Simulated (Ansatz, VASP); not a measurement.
# BP in two plane-wave programs, part 2 of 3

Aim: how closely do two programs agree when they are given the same cell, functional and k mesh? The cell is taken from a series of runs on this material, whose earlier steps may have relaxed, scaled, displaced or heated it; both programs get it as it stands.

VASP 6.6.1 and Ansatz 0.2.0.

So far: Set-up; VASP: zone-centre phonons, PBE, pair 1.

## (3) Ansatz: zone-centre phonons, PBE, pair 1

Level of this step: Ansatz beside VASP: Kohn-Sham DFT, plane waves, PBE (Ansatz).

Ansatz runs on its PAW soft_1 files.

The same cell, functional and mesh now go to Ansatz, which takes its cutoff from its data sets.

input.yaml

```yaml
crystal:
  lattice:
    - [0.0, 2.2891661918, 2.2891661918]
    - [2.2891661918, 0.0, 2.2891661918]
    - [2.2891661918, 2.2891661918, 0.0]
  atoms:
    - { symbol: B, position: [0.0, 0.0, 0.0] }
    - { symbol: P, position: [0.75, 0.75, 0.75] }
kpoints:
  mp_grid: { grid: [12, 12, 12] }
hamiltonian:
  xc: pbe
  pseudopotentials: { kind: paw, azcp: { folder: soft_1 } }
scf:
  occupations: { method: fixed }
output:
  eigenvalues: true
phonons:
  method: dfpt
  dielectric: true
  rigid_motions: translations
```

Launch:

```bash
$ ansatz run input.yaml --threads 4 --pin off --max-ram 10240MiB --backend cpu --events-out ev --progress --plain --runs-dir out
```

Numbers of over 12 decimals in the logs are rounded to 6 here.

What it wrote:

```text
Engine: ansatz 0.2.0, x86_64-unknown-linux-gnu
Pseudopotentials: kind: paw
Pseudopotential: B, paw, valence charge 3, recommended cutoff 420 eV (normal), soft_1/B.paw.azcp
Pseudopotential: P, paw, valence charge 5, recommended cutoff 420 eV (normal), soft_1/P.paw.azcp
Functional definition: PBE
  parameter kappa = 0.804
  parameter beta = 0.066725
  exchange = pbe_x(kappa = kappa, mu = beta*pi^2/3)
  correlation = pbe_c(beta = beta)
Crystal: 2 atoms, lattice volume = 23.992 Å³
Basis set: ecut = 420 eV, 459 PW (Γ), exchange–correlation on 48×48×48 points (8 copies of the dense FFT grid, shifted against one another)
Bands: 8, of which v1, the nominal top of the filled ones, is band 4 counted from 1 (3 counted from 0)
Symmetry: 24 space group operations
k-points: 280 of 1728 (irreducible under 4 space group operations, time reversal used)
Non-local potential: B, projectors of the file, l = 0: 2, l = 1: 2, l = 2: 1
Non-local potential: P, projectors of the file, l = 0: 2, l = 1: 2, l = 2: 1
PAW form: soft (Blöchl's): semilocal exchange-correlation on the pseudo side does not see the compensation charge
PAW one-centre angular grid: B, 110 points (default); XC on 64 Gauss nodes
PAW one-centre angular grid: P, 110 points (default); XC on 64 Gauss nodes
Initial density: superposition of atomic densities (chi_scale 0.1, normalization cell, long waves kept (reshape's long-wave potential 0.00 eV rms))
Initial wavefunctions: pseudopotential atomic-orbital guess
Functional: x = pbe(κ = 0.804, μ = 0.219515), c = pbe(β = 0.066725)
SCF iter   1: F=—  HF=-913.099497 eV  |F-HF|=—  |Δ(HF+E_count)|=         —  Δρ=8.73e-2  dr2=2.06e0  ethr=3.10e-3  ⟨swp⟩=5.1  Hψ=16297  notcnv=0  defer=528
preconditioner: auto → none  [insulator: Δε(μ)=1.927 eV  Ē_g=12.714 eV  n_scr=0 (ndim 8)  ℏωp=21.4 eV  f_vac=0.000  ε∞_Penn≈3.8]
SCF iter   2: F=—  HF=-912.483865 eV  |F-HF|=—  |Δ(HF+E_count)|=   6.16e-1  Δρ=2.97e-2  dr2=1.61e-1  ethr=3.10e-3  ⟨swp⟩=2.4  Hψ=6240  notcnv=0  defer=471
SCF iter   3: F=—  HF=-912.446915 eV  |F-HF|=—  |Δ(HF+E_count)|=   3.69e-2  Δρ=1.21e-2  dr2=2.25e-2  ethr=2.01e-3  ⟨swp⟩=3.0  Hψ=3874  notcnv=0  defer=532
SCF iter   4: F=—  HF=-912.443644 eV  |F-HF|=—  |Δ(HF+E_count)|=   3.27e-3  Δρ=1.42e-3  dr2=2.34e-4  ethr=2.81e-4  ⟨swp⟩=2.6  Hψ=3259  notcnv=0  defer=545
SCF iter   5: F=—  HF=-912.443725 eV  |F-HF|=—  |Δ(HF+E_count)|=   8.07e-5  Δρ=1.33e-4  dr2=2.34e-6  ethr=2.92e-6  ⟨swp⟩=2.4  Hψ=3878  notcnv=0  defer=545
SCF iter   6: F=—  HF=-912.443728 eV  |F-HF|=—  |Δ(HF+E_count)|=   2.63e-6  Δρ=1.31e-5  dr2=5.94e-8  ethr=2.92e-8  ⟨swp⟩=2.4  Hψ=3278  notcnv=0  defer=488
SCF iter   7: F=—  HF=-912.443727 eV  |F-HF|=—  |Δ(HF+E_count)|=   5.64e-7  Δρ=1.50e-6  dr2=4.42e-10  ethr=7.43e-10  ⟨swp⟩=2.8  Hψ=3419  notcnv=0  defer=446
SCF iter   8: F=-912.443727 eV  HF=-912.443727 eV  |F-HF|=1.14e-12  |Δ(HF+E_count)|=  2.50e-10  Δρ=8.93e-8  dr2=2.26e-12  ethr=1.25e-12  ⟨swp⟩=9.5  Hψ=16638  notcnv=0
SCF 1 converged in 8 iterations: F = -912.443727 eV  dr2 = 2.26e-12
  greatest PAW one-centre occupation: 0.765 electrons in one spin orbital (limit 2), on the P atom at site 1 (counted from 0), in its partial waves of l = 0
NSCF: frozen V_eff on 1 k-points
DFPT response loops at Γ: preconditioner auto → none (the input reference at scf.mixing.eps_inf says where Resta's filter doesn't serve); β = 0.50; Broyden in place of MSR1
── the response to a field inside a basis, on 12×12×12 k-points: an SCF that follows is theirs, and a resumed run solves both again ──
Bands: 5, of which v1, the nominal top of the filled ones, is band 4 counted from 1 (3 counted from 0)
k-points: 182 of 1728 (irreducible under 6 space group operations, time reversal used)
Initial density: handed on by an earlier stage of this run
Initial wavefunctions: pseudopotential atomic-orbital guess (no wavefunctions were taken with the density)
Eigensolver: Dense (182 Hₖ)
SCF iter   1: F=—  HF=-912.443731 eV  |F-HF|=—  |Δ(HF+E_count)|=         —  Δρ=9.49e-5  dr2=2.83e-7  ethr=1.00e-1
preconditioner: auto → none  [insulator: Δε(μ)=1.440 eV  Ē_g=9.770 eV  n_scr=0 (ndim 8)  ℏωp=21.4 eV  f_vac=0.000  ε∞_Penn≈5.8]
SCF iter   2: F=-912.443733 eV  HF=-912.443732 eV  |F-HF|=3.33e-7  |Δ(HF+E_count)|=   9.61e-7  Δρ=4.88e-5  dr2=7.73e-8  ethr=3.54e-9
SCF 1 converged in 2 iterations: F = -912.443733 eV  dr2 = 7.73e-8
DFPT response loops at Γ: mixed as the last ones told, above
SCF converged after 8 iterations
Free energy (F): -912.443727 eV
Harris-Foulkes:  -912.443727 eV  (|F-HF|=1.14e-12)
Internal energy: -912.443727 eV  (E = F + TS)
E sigma→0 (E₀):  -912.443727 eV
Fermi energy:    8.885245 eV
--- Per-component energies (eV) ---
  E_band       = 19.972913
  E_kinetic    = 119.335364
  E_local      = -63.509724  (includes V_loc(G=0)·N_el)
  E_nonlocal   = 39.792723
  E_hartree    = 17.491200
  E_xc         = -106.372315
  E_vxc        = -100.498576  (∫ρ·V_xc dr)
  E_paw        = -636.204474  (= ΣΔE_a)
  E_vpaw       = -10.129269  (= ΣTr[D̂ρ^β])
  E_aug_tail   = 0.000006  (compensation charges beyond the density's cutoff)
  E_ewald      = -282.976508
  E_smearing   = -0.000000  (= −TS)
  E_closure    = 0.000000  (closes the sum)
  Σ components = -912.443727   (vs F -912.443727, Δ=0.00e0)
--- Band table (eV; the first three rows and the last of 280) ---
  k-point 0: bands = ["-6.3362", "8.8852", "8.8852", "8.8852", "12.2516", "12.2516", "12.2516", "15.8546"]
  k-point 1: bands = ["-6.2137", "7.9394", "8.6769", "8.6769", "12.5389", "12.5389", "12.5823", "16.2411"]
  k-point 2: bands = ["-5.8496", "6.0949", "8.2359", "8.2359", "12.8053", "13.1349", "13.1349", "17.2155"]
  k-point 279: bands = ["-1.3688", "0.9392", "3.3661", "3.5712", "14.2166", "15.5867", "15.9617", "16.1734"]
--- Phonons (Γ-DFPT): 2 representative perturbations + reference, on 280 of 1728 k-points (Σ response iterations 6) ---
  k mesh reduced under 4 symmetry operations, with k and −k counted as one. Each operation leaves every solved perturbation unchanged. A smaller set is not considered because the run solves the response to a homogeneous field
  ASR residual: 5.239e-5 → 0.000e0 eV/Å²; symmetrization residual: 3.906e-7 eV/Å²
  ASR residual per site (eV/Å²): 5.24e-5 2.52e-5
  Γ frequencies (cm⁻¹): 0.00 0.00 0.00 783.78 783.78 783.78
  ε∞ (high-frequency dielectric tensor):
        9.169665    -0.000000    -0.000000
       -0.000000     9.169665     0.000000
       -0.000000     0.000000     9.169665
  ε⁰ (static dielectric tensor: ions relaxed, cell fixed):
        9.246398    -0.000000    -0.000000
       -0.000000     9.246398     0.000000
       -0.000000     0.000000     9.246398
  ε⁰ − ε∞ (ionic part):
        0.076734    -0.000000    -0.000000
       -0.000000     0.076734     0.000000
       -0.000000     0.000000     0.076734
  softest optical mode at Γ: 783.78 cm⁻¹; the repairs (sum rule, projections) moved no ω² at Γ by more than (1.17 cm⁻¹)²
  Born effective charges Z* (e; rows j = field, columns β = displacement):
    site 0:
        -0.42915   -0.00000   -0.00000
         0.00000   -0.42915   -0.00000
         0.00000   -0.00000   -0.42915
    site 1:
         0.42915    0.00000    0.00000
        -0.00000    0.42915    0.00000
        -0.00000    0.00000    0.42915
  Z* charge neutrality: 3.386e-5 e pre-enforcement
  solved inside a basis spanned on kpoints, on 12×12×12 k-points, its susceptibility summed on 16×16×16: ε∞ is read to err by 2.6e-2, Z* by 5.4e-3 e (field_mesh: kpoints solves on kpoints); Z* is corrected for what the basis lacks
  optical modes at Γ without the LO–TO term, one row a degenerate level:
      ω (cm⁻¹)  modes    IR ((D/Å)²/amu)
        783.78      3             1.5907
  optical modes at Γ + LO–TO along q̂ = [1.0000, 0.0000, 0.0000]:
      ω (cm⁻¹)  modes    IR ((D/Å)²/amu)
        783.78      2             1.0605
        787.05      1             0.5302
  optical modes at Γ + LO–TO along q̂ = [0.0000, 1.0000, 0.0000]:
      ω (cm⁻¹)  modes    IR ((D/Å)²/amu)
        783.78      2             1.0605
        787.05      1             0.5302
  optical modes at Γ + LO–TO along q̂ = [0.0000, 0.0000, 1.0000]:
      ω (cm⁻¹)  modes    IR ((D/Å)²/amu)
        783.78      2             1.0605
        787.05      1             0.5302
```

In the SCF lines HF is the Harris–Foulkes energy and dr2 the Hartree energy of the density residual, in eV; the loop may stop once dr2 is under the threshold and the program's other checks hold. Hψ counts applications of the Hamiltonian.

## (4) Comparison

Known differences besides the potentials themselves: fixed occupations in Ansatz, narrow Gaussian smearing in VASP; VASP's response is taken on the typed mesh, Ansatz refines its own for the field response alone; the cutoff is 420 eV in Ansatz and 500 eV in VASP. Total energies have different zeros and are not compared.

The two programs side by side:

| quantity | Ansatz | VASP | difference |
| --- | --- | --- | --- |
| ε∞ xx | 9.17 | 9.22 | -0.59 % |
| ε∞ yy | 9.17 | 9.22 | -0.59 % |
| ε∞ zz | 9.17 | 9.22 | -0.59 % |
| Born charge of B1 (mean of the diagonal) (e) | -0.43 | -0.41 | -0.02 |
| Born charge of P2 (mean of the diagonal) (e) | 0.43 | 0.41 | +0.02 |
| optical mode 1 to 3 (cm⁻¹) | 783.8 | 782.6 | +0.15 % |

Modes are paired by rising frequency, not by their patterns, so a pair may set unlike modes beside each other; they are those without the splitting of longitudinal modes.

## (5) VASP: zone-centre phonons, PBE, pair 2

Second derivatives magnify differences that forces hide, and they need a tight electronic threshold. The cell compared in this pair holds 24.46 Å³, against 23.99 Å³ for the pair before.

INCAR

```
SYSTEM = BP
PREC = Accurate
ENCUT = 500
EDIFF = 1E-08
NELM = 120
ISMEAR = 0
SIGMA = 0.01
LREAL = .FALSE.
ALGO = Normal
GGA = PE
NBANDS = 10
LORBIT = 11
LWAVE = .FALSE.
LCHARG = .FALSE.
ISIF = 2
IBRION = 8
LEPSILON = .TRUE.
LASPH = .TRUE.
GGA_COMPAT = .FALSE.
EFERMI = MIDGAP
KPAR = 2
```

POSCAR

```
BP
1.0
    0.0000000000      2.3040313239      2.3040313239
    2.3040313239      0.0000000000      2.3040313239
    2.3040313239      2.3040313239      0.0000000000
B P
1 1
Direct
    0.0000000000      0.0000000000      0.0000000000
    0.7500000000      0.7500000000      0.7500000000
```

KPOINTS

```
Automatic mesh
0
Gamma
12 12 12
0 0 0
```

PAW data sets: B and P (PBE family, release 64).

Launch:

```bash
$ mpirun -np 2 vasp_std
```

What it wrote:

```text
[... set-up lines as in an earlier step ...]
 entering main loop
       N       E                     dE             d eps       ncg     rms          rms(c)
DAV:   1     0.872894525244E+01    0.87289E+01   -0.38936E+03  1440   0.695E+02
DAV:   2    -0.129381847694E+02   -0.21667E+02   -0.20833E+02  2066   0.107E+02
DAV:   3    -0.135232702565E+02   -0.58509E+00   -0.58381E+00  1784   0.162E+01
DAV:   4    -0.135257352379E+02   -0.24650E-02   -0.24647E-02  1748   0.118E+00
[...]
DAV:  14    -0.129122780023E+02   -0.78674E-07   -0.35176E-08  1644   0.115E-03    0.292E-04
DAV:  15    -0.129122779744E+02    0.27945E-07   -0.25715E-09   858   0.349E-04    0.574E-04
DAV:  16    -0.129122779777E+02   -0.33529E-08   -0.64057E-10   802   0.136E-04
   1 F= -.12912278E+02 E0= -.12912278E+02  d E =0.000000E+00
 Linear response reoptimize wavefunctions to high precision
DAV:   1    -0.129122779770E+02    0.73032E-09   -0.40219E-11   936   0.423E-05
DAV:   2    -0.129122779770E+02    0.20009E-10   -0.29889E-12   792   0.120E-05
 Linear response G [H, r] |phi>, progress :
  Direction:   1
[...]
RMM:  12    -0.409546605210E-01    0.95438E-10   -0.84108E-07  5759   0.889E-06    0.239E-08
 first order change of Fermi-energy   0.25085E+01
 force on displaced ion       1 direction 1 : -17.358  -0.000  -0.000
 Born effective charge ion    1 direction 1 :  -0.351   0.000   0.000
 Linear response progress:
  Degree of freedom:   2/  2
       N       E                     dE             d eps       ncg     rms          rms(c)
RMM:   1    -0.435688133955E-01   -0.43569E-01    0.75404E-03 13069   0.142E+00
RMM:   2    -0.410576269175E-01    0.25112E-02   -0.19102E-03  8695   0.221E-01    0.142E-01
RMM:   3    -0.409506495241E-01    0.10698E-03   -0.71915E-05  9258   0.366E-02    0.813E-02
RMM:   4    -0.411690997211E-01   -0.21845E-03    0.20883E-05  9108   0.370E-02    0.831E-03
[...]
RMM:  11    -0.411327869363E-01    0.46486E-07    0.28460E-06  9256   0.104E-05    0.303E-07
RMM:  12    -0.411328312990E-01   -0.44363E-07    0.23760E-06  6580   0.793E-06    0.226E-07
RMM:  13    -0.411328282574E-01    0.30416E-08    0.24170E-06  3943   0.791E-06    0.228E-08
 first order change of Fermi-energy  -0.25082E+01
 force on displaced ion       2 direction 1 : -17.353   0.000   0.000
 Born effective charge ion    2 direction 1 :   0.347   0.000   0.000
 Born effective charges drift removed
 Linear response finished
```

Parts of OUTCAR (step 5):

```text
  Total       -0.9254732     -0.9254732     -0.9254732      0.0000000      0.0000000     -0.0000000
  in kB      -60.6148873    -60.6148873    -60.6148873      0.0000000      0.0000000     -0.0000000
  external PRESSURE =     -60.6148873 kB  Pullay stress =       0.0000000 kB

 POSITION                                       TOTAL-FORCE (eV/Angst)
 -----------------------------------------------------------------------------------
      0.00000      0.00000      0.00000        -0.000000     -0.000000     -0.000000
      3.45605      3.45605      3.45605         0.000000      0.000000      0.000000
 -----------------------------------------------------------------------------------
    total drift:                               -0.000000     -0.000000     -0.000000

 MACROSCOPIC STATIC DIELECTRIC TENSOR (including local field effects in DFT)
 ------------------------------------------------------
           9.238821     0.000000     0.000000
           0.000000     9.238821     0.000000
          -0.000000    -0.000000     9.238821
 ------------------------------------------------------

 MACROSCOPIC STATIC DIELECTRIC TENSOR IONIC CONTRIBUTION
 ------------------------------------------------------
           0.051440    -0.000000     0.000000
          -0.000000     0.051440    -0.000000
           0.000000    -0.000000     0.051440
 ------------------------------------------------------

[... 1 part as in an earlier step ...]

[... 1 further part left out ...]
```

## (6) Ansatz: zone-centre phonons, PBE, pair 2

The same cell, functional and mesh now go to Ansatz, which takes its cutoff from its data sets.

The cell is taken from a series of runs on this material, whose earlier steps may have relaxed, scaled, displaced or heated it; both programs get it as it stands.

input.yaml, the sections that differ from step 3:

```yaml
crystal:
  lattice:
    - [0.0, 2.3040313239, 2.3040313239]
    - [2.3040313239, 0.0, 2.3040313239]
    - [2.3040313239, 2.3040313239, 0.0]
  atoms:
    - { symbol: B, position: [0.0, 0.0, 0.0] }
    - { symbol: P, position: [0.75, 0.75, 0.75] }
# kpoints, hamiltonian, scf, output, phonons: as in step 3
```

Launch:

```bash
$ ansatz run input.yaml --threads 4 --pin off --max-ram 10240MiB --backend cpu --events-out ev --progress --plain --runs-dir out
```

What it wrote:

```text
[...]
Crystal: 2 atoms, lattice volume = 24.462 Å³
Basis set: ecut = 420 eV, 531 PW (Γ), exchange–correlation on 48×48×48 points (8 copies of the dense FFT grid, shifted against one another)
Bands: 8, of which v1, the nominal top of the filled ones, is band 4 counted from 1 (3 counted from 0)
Symmetry: 24 space group operations
k-points: 280 of 1728 (irreducible under 4 space group operations, time reversal used)
[...]
optical modes at Γ + LO–TO along q̂ = [1.0000, 0.0000, 0.0000]:
      ω (cm⁻¹)  modes    IR ((D/Å)²/amu)
[...]
optical modes at Γ + LO–TO along q̂ = [0.0000, 1.0000, 0.0000]:
      ω (cm⁻¹)  modes    IR ((D/Å)²/amu)
        768.50      2             0.7743
        770.89      1             0.3872
  optical modes at Γ + LO–TO along q̂ = [0.0000, 0.0000, 1.0000]:
      ω (cm⁻¹)  modes    IR ((D/Å)²/amu)
        768.50      2             0.7743
        770.89      1             0.3872
[key lines of the parts left out:]
SCF converged after 8 iterations
Free energy (F): -912.430489 eV
Fermi energy:    8.627123 eV
```

## (7) Side by side

The two programs side by side:

| quantity | Ansatz | VASP | difference |
| --- | --- | --- | --- |
| ε∞ xx | 9.19 | 9.24 | -0.58 % |
| ε∞ yy | 9.19 | 9.24 | -0.58 % |
| ε∞ zz | 9.19 | 9.24 | -0.58 % |
| Born charge of B1 (mean of the diagonal) (e) | -0.37 | -0.35 | -0.02 |
| Born charge of P2 (mean of the diagonal) (e) | 0.37 | 0.35 | +0.02 |
| optical mode 1 to 3 (cm⁻¹) | 768.5 | 767.4 | +0.14 % |

Modes are paired by rising frequency, not by their patterns, so a pair may set unlike modes beside each other; they are those without the splitting of longitudinal modes.

(Part 2 of 3 ends here.)

[Lines on the potential files, build, host, timing and source positions are cut from VASP's logs without a mark.]

[Logs are printed without paths, hosts, clocks, repeated set-up lines and the standing remarks that a program may print on its own settings, such as how far it seeks lower states.]

[Hosts, paths, dates, database ids (printed as entryN), source tags and the programs' standing remarks are cut or masked in the printed files.]
